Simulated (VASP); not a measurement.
```
CELL_PARAMETERS angstrom
      0.00000     2.52120     2.52120
      2.52120     0.00000     2.52120
      2.52120     2.52120     0.00000
ATOMIC_POSITIONS crystal
  Rh 0.00000 0.00000 0.00000
  B  0.25000 0.25000 0.25000
  B  0.75000 0.75000 0.75000
```

The base run (VASP): PBE GGA, plane waves, VASP's PBE PAW potentials (set 64). Run with 520 eV cut-off, 9×9×9 Γ-centred mesh, first-order Methfessel-Paxton smearing of 0.10 eV, potentials Rh_pv B.

One setting is varied; ΔE counts from the base run. The base run took about 30 core-seconds. Costs are core time on shared hosts, one run each; read them as rough ratios.

Pressures at a finite cut-off, here 520 eV, hold a Pulay part, which wasn't tested here.

```csv
setting,cost over the base run,electronic steps,ΔE (meV/atom),pressure (GPa)
base run,reference,12,0.0,-6.56
SYMPREC = 1E-3,within a factor of 2,12,0.0,-6.56
ISYM = 1,within a factor of 2,12,0.0,-6.56
ISYM = 0,about 10 times,12,0.0,-6.56
```

Left out are runs that failed, have no time on record or changed the cell.

The structure was generated: B2Rh was put into the fluorite type (Fm-3m), which need not be its known phase. The cell was not relaxed at this level.
